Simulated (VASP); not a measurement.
# NaF (Villiaumite): from the relaxed cell to its vibrations, part 2 of 2

What lattice, stiffness and vibrations does NaF (Villiaumite) have at one level of theory? The starting structure is a measured crystal structure from the Crystallography Open Database. All runs use PBEsol.

VASP 6.6.1.

So far. Step 3 (Elastic constants): The elastic tensor has C11 = 107.1, C12 = 22.4, C44 = 27.8 GPa; its Hill averages are a bulk modulus of 50.6 and a shear modulus of 32.9 GPa. Step 4 (Modes of the relaxed cell): The zone-centre modes at 12.398 Å³ an atom are T1u 244.3 cm⁻¹.

### 5. Modes at 0.97 of that volume

Level of this step: PBEsol; plane waves and PAW (Na_pv, F) (VASP).

Shape and positions were first relaxed at this volume, in a run that isn't shown.

The input, INCAR:

```
SYSTEM = NaF
PREC = Accurate
ENCUT = 560
EDIFF = 1E-08
NELM = 100
ISMEAR = 0
SIGMA = 0.03
LREAL = .FALSE.
ALGO = Normal
GGA = PS
NBANDS = 13
LORBIT = 11
LWAVE = .FALSE.
LCHARG = .FALSE.
KPAR = 4
IBRION = 8
LEPSILON = .TRUE.
LPEAD = .TRUE.
ISIF = 2
```

The input, POSCAR:

```
NaF
1.0
    0.0000000000      2.2910608013      2.2910608013
    2.2910608013      0.0000000000      2.2910608013
    2.2910608013      2.2910608013      0.0000000000
Na F
1 1
Direct
    0.0000000000      0.0000000000      0.0000000000
    0.5000000000      0.5000000000      0.5000000000
```

The input, KPOINTS:

```
Automatic mesh
0
Gamma
16 16 16
0 0 0
```

Potentials, in the order of the species: Na_pv and F (PBE family, release 64).

On the command line:

```bash
$ mpirun -np 4 vasp_std
```

The log of the run:

```text
[... set-up lines as in an earlier step ...]
 entering main loop
       N       E                     dE             d eps       ncg     rms          rms(c)
DAV:   1     0.114248989423E+03    0.11425E+03   -0.81716E+03  3821   0.139E+03
DAV:   2    -0.362657818831E+01   -0.11788E+03   -0.10927E+03  4050   0.371E+02
DAV:   3    -0.947901850244E+01   -0.58524E+01   -0.58369E+01  4660   0.764E+01
DAV:   4    -0.952949864124E+01   -0.50480E-01   -0.50477E-01  4145   0.761E+00
[...]
DAV:  13    -0.876446638789E+01    0.57107E-08   -0.73712E-07  3995   0.864E-03    0.132E-03
DAV:  14    -0.876446636094E+01    0.26943E-07   -0.15572E-07  4320   0.679E-03    0.535E-05
DAV:  15    -0.876446636351E+01   -0.25625E-08   -0.93352E-09  2933   0.866E-04
   1 F= -.87644664E+01 E0= -.87644664E+01  d E =-.259478E-36
 Linear response reoptimize wavefunctions to high precision
DAV:   1    -0.876446636287E+01    0.63164E-09   -0.41090E-10  2430   0.286E-04
DAV:   2    -0.876446636287E+01    0.75033E-11   -0.43131E-11  2060   0.707E-05
 Linear response to external field (no local field effect), progress :
[...]
RMM:  12    -0.161305559523E+00   -0.33562E-08    0.24104E-08 13535   0.262E-05    0.417E-07
 first order change of Fermi-energy  -0.55637E-03
 force on displaced ion       1 direction 1 :  -2.627   0.000   0.000
 Born effective charge ion    1 direction 1 :   1.002   0.000   0.000
 Linear response progress:
  Degree of freedom:   2/  2
       N       E                     dE             d eps       ncg     rms          rms(c)
RMM:   1    -0.527512508593E+00   -0.52751E+00    0.62083E-01 16557   0.486E+00
RMM:   2    -0.523562323896E+00    0.39502E-02   -0.11650E-02 16999   0.103E+00    0.825E-02
RMM:   3    -0.524881695193E+00   -0.13194E-02   -0.46185E-04 16189   0.163E-01    0.461E-02
RMM:   4    -0.526792987401E+00   -0.19113E-02   -0.18786E-04 15428   0.100E-01    0.111E-02
[...]
RMM:  10    -0.526835081264E+00    0.95270E-07   -0.25676E-10 17479   0.283E-05    0.352E-06
RMM:  11    -0.526834984778E+00    0.96486E-07   -0.23534E-10 16741   0.116E-05    0.888E-07
RMM:  12    -0.526834968389E+00    0.16389E-07   -0.23903E-10 15858   0.603E-06    0.978E-08
 first order change of Fermi-energy  -0.57098E-03
 force on displaced ion       2 direction 1 :  -2.676   0.000   0.000
 Born effective charge ion    2 direction 1 :  -1.002   0.000   0.000
 Born effective charges drift removed
 Linear response finished
```

Run time: 1.9 min. Hardware: 4 MPI ranks of Intel Xeon 6975P-C (Granite Rapids), shared host; peak memory 2.4 GiB; 7.5 min of CPU time.

OUTCAR, selected parts (step 5):

```text
  Total        0.2460786      0.2460786      0.2460786      0.0000000      0.0000000     -0.0000000
  in kB       16.3924747     16.3924747     16.3924747      0.0000000      0.0000000     -0.0000000
  external PRESSURE =      16.3924747 kB  Pullay stress =       0.0000000 kB

 POSITION                                       TOTAL-FORCE (eV/Angst)
 -----------------------------------------------------------------------------------
      0.00000      0.00000      0.00000         0.000000      0.000000     -0.000000
      2.29106      2.29106      2.29106        -0.000000     -0.000000      0.000000
 -----------------------------------------------------------------------------------
    total drift:                                0.000000      0.000000      0.000000

 MACROSCOPIC STATIC DIELECTRIC TENSOR (including local field effects in DFT)
 ------------------------------------------------------
           1.889218    -0.000000     0.000000
           0.000000     1.889218     0.000000
          -0.000000     0.000000     1.889218
 ------------------------------------------------------

 MACROSCOPIC STATIC DIELECTRIC TENSOR IONIC CONTRIBUTION
 ------------------------------------------------------
           2.848101     0.000000     0.000000
           0.000000     2.848101     0.000000
           0.000000     0.000000     2.848101
 ------------------------------------------------------

[... 1 part as in an earlier step ...]

[... 1 further part left out ...]
```

The zone-centre modes at 12.026 Å³ an atom are T1u 263.4 cm⁻¹.

### 6. Modes at 1.03 of that volume

Shape and positions were first relaxed at this volume, in a run that isn't shown.

INCAR is that of step 5.

The input, POSCAR:

```
NaF
1.0
    0.0000000000      2.3373573312      2.3373573312
    2.3373573312      0.0000000000      2.3373573312
    2.3373573312      2.3373573312      0.0000000000
Na F
1 1
Direct
    0.0000000000      0.0000000000      0.0000000000
    0.5000000000      0.5000000000      0.5000000000
```

KPOINTS is that of step 5.

On the command line:

```bash
$ mpirun -np 4 vasp_std
```

The log of the run:

```text
[... set-up lines as in an earlier step ...]
 entering main loop
       N       E                     dE             d eps       ncg     rms          rms(c)
DAV:   1     0.114847624630E+03    0.11485E+03   -0.80942E+03  3810   0.136E+03
DAV:   2    -0.308711763687E+01   -0.11793E+03   -0.10857E+03  4076   0.361E+02
DAV:   3    -0.948497065843E+01   -0.63979E+01   -0.63784E+01  4685   0.793E+01
DAV:   4    -0.954114747476E+01   -0.56177E-01   -0.56174E-01  4095   0.788E+00
[...]
DAV:  13    -0.876723766124E+01    0.56061E-08   -0.85873E-07  4005   0.903E-03    0.147E-03
DAV:  14    -0.876723762695E+01    0.34293E-07   -0.18724E-07  4458   0.635E-03    0.755E-05
DAV:  15    -0.876723763066E+01   -0.37101E-08   -0.10264E-08  3092   0.865E-04
   1 F= -.87672376E+01 E0= -.87672376E+01  d E =-.324351E-32
 Linear response reoptimize wavefunctions to high precision
DAV:   1    -0.876723762985E+01    0.80991E-09   -0.30915E-10  2430   0.177E-04
DAV:   2    -0.876723762988E+01   -0.30923E-10   -0.19698E-11  2085   0.504E-05
 Linear response to external field (no local field effect), progress :
[...]
RMM:  12    -0.161499381126E+00   -0.24259E-08    0.22494E-08 14387   0.371E-05    0.462E-07
 first order change of Fermi-energy  -0.17790E-04
 force on displaced ion       1 direction 1 :  -1.995   0.000   0.000
 Born effective charge ion    1 direction 1 :   1.012   0.000   0.000
 Linear response progress:
  Degree of freedom:   2/  2
       N       E                     dE             d eps       ncg     rms          rms(c)
RMM:   1    -0.528189827104E+00   -0.52819E+00    0.62031E-01 16637   0.485E+00
RMM:   2    -0.524560746244E+00    0.36291E-02   -0.95431E-03 16928   0.959E-01    0.803E-02
RMM:   3    -0.525845198812E+00   -0.12845E-02   -0.44583E-04 16106   0.162E-01    0.453E-02
RMM:   4    -0.527703731333E+00   -0.18585E-02   -0.18317E-04 15322   0.981E-02    0.108E-02
[...]
RMM:  11    -0.527729459335E+00    0.66072E-07   -0.20358E-09 17232   0.222E-05    0.112E-06
RMM:  12    -0.527729438870E+00    0.20465E-07   -0.20311E-09 15651   0.176E-05    0.122E-07
RMM:  13    -0.527729439394E+00   -0.52386E-09   -0.20321E-09  9283   0.159E-05    0.770E-08
 first order change of Fermi-energy   0.49550E-03
 force on displaced ion       2 direction 1 :  -1.991   0.000   0.000
 Born effective charge ion    2 direction 1 :  -1.012   0.000   0.000
 Born effective charges drift removed
 Linear response finished
```

The job ended after 1.9 min (4 MPI ranks; peak memory 2.5 GiB; 7.5 min of CPU time).

From OUTCAR (step 6):

```text
  Total       -0.2150087     -0.2150087     -0.2150087      0.0000000     -0.0000000     -0.0000000
  in kB      -13.4884269    -13.4884269    -13.4884269      0.0000000     -0.0000000     -0.0000000
  external PRESSURE =     -13.4884269 kB  Pullay stress =       0.0000000 kB

 POSITION                                       TOTAL-FORCE (eV/Angst)
 -----------------------------------------------------------------------------------
      0.00000      0.00000      0.00000         0.000000      0.000000     -0.000000
      2.33736      2.33736      2.33736        -0.000000     -0.000000      0.000000
 -----------------------------------------------------------------------------------
    total drift:                                0.000000      0.000000      0.000000

 MACROSCOPIC STATIC DIELECTRIC TENSOR (including local field effects in DFT)
 ------------------------------------------------------
           1.875600    -0.000000     0.000000
           0.000000     1.875600     0.000000
           0.000000    -0.000000     1.875600
 ------------------------------------------------------

 MACROSCOPIC STATIC DIELECTRIC TENSOR IONIC CONTRIBUTION
 ------------------------------------------------------
           3.638005    -0.000000    -0.000000
          -0.000000     3.638005    -0.000000
          -0.000000    -0.000000     3.638005
 ------------------------------------------------------

[... 1 part as in an earlier step ...]

[... 1 further part left out ...]
```

The zone-centre modes at 12.770 Å³ an atom are T1u 228.3 cm⁻¹.

### 7. The runs compared

| run | volume (Å³/atom) | T1u | core minutes |
| --- | --- | --- | --- |
| relaxation | 12.398 | - | 0.173 |
| elastic constants | 12.398 | - | 7.73 |
| modes of the relaxed cell | 12.398 | 244.3 | 7.53 |
| modes at 0.97 of that volume | 12.026 | 263.4 | 7.53 |
| modes at 1.03 of that volume | 12.77 | 228.3 | 7.53 |

Modes are in cm⁻¹, degenerate ones as one, matched by symmetry and order. A number in brackets counts the listed modes of one symmetry from the lowest. The symmetry labels come from an automatic analysis and can be wrong where levels nearly coincide. Core minutes are wall time times ranks of the run shown, on a shared host.

### 8. Results

* relaxed volume: 12.40 Å³/atom
* bulk modulus from two volumes: 49.5 GPa
* Hill shear modulus: 32.9 GPa
* mode T1u: 244.3 cm⁻¹
* Grüneisen parameter of T1u: 2.39

**Reading.** At the PBEsol level NaF (Villiaumite) relaxes to 12.40 Å³ an atom. The bulk modulus is 49.5 GPa from the pressures at two volumes and 50.6 GPa as the Hill average of the elastic tensor, so the two routes agree. The mode Grüneisen parameters, from the cells at 0.97 and 1.03 of the volume, come to 2.39 (T1u). The dielectric constants and Born charges in the logs aren't compared here; at a small gap they can be far off, and in a run without a gap they mean nothing. The frequencies are harmonic, and the splitting of polar modes by their long-range field is left out. All values are for a static lattice. Further runs on this material are not shown.

[Lines on the potential files, build, host, timing and source positions are cut from VASP's logs without a mark.]

[Logs are printed without paths, hosts, clocks, repeated set-up lines and the standing remarks that a program may print on its own settings, such as how far it seeks lower states.]

[Hosts, paths, dates, database ids (printed as entryN), source tags and the programs' standing remarks are cut or masked in the printed files.]
